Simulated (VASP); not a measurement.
Consider the following.

```yaml
crystal:
  lattice:
    - [0.00000, 3.18336, 3.18336]
    - [3.18336, 0.00000, 3.18336]
    - [3.18336, 3.18336, 0.00000]
  atoms:
    - { symbol: Na, position: [0.25000, 0.25000, 0.25000] }
    - { symbol: Na, position: [0.75000, 0.75000, 0.75000] }
    - { symbol: S, position: [0.00000, 0.00000, 0.00000] }
```

Method: LDA (Ceperley-Alder, Perdew-Zunger), VASP's LDA PAW potentials (set 64) (plane waves; VASP). Run with 530 eV cut-off, 6×6×6 Γ-centred mesh, Gaussian smearing of 0.050 eV, potentials Na_pv S.

Task: Give the elastic stiffness tensor with the ions relaxed (GPa, in the frame of the cell).

Result: 
```csv
,xx,yy,zz,yz,xz,xy
xx,62.6,21.2,21.2,0.0,0.0,0.0
yy,21.2,62.6,21.2,0.0,0.0,0.0
zz,21.2,21.2,62.6,0.0,0.0,0.0
yz,0.0,0.0,0.0,20.3,0.0,0.0
xz,0.0,0.0,0.0,0.0,20.3,0.0
xy,0.0,0.0,0.0,0.0,0.0,20.3
```

Task: Estimate the Hill bulk modulus, Hill shear modulus, Young's modulus, Poisson's ratio.

Result: 
```json
{
  "hill_bulk_modulus": "35.0 GPa",
  "hill_shear_modulus": "20.5 GPa",
  "Young's modulus": "514 kbar",
  "Poisson's ratio": "0.255"
}
```

The compound is Na2S in the antifluorite structure. It was relaxed first, which changed the volume by -8 %.
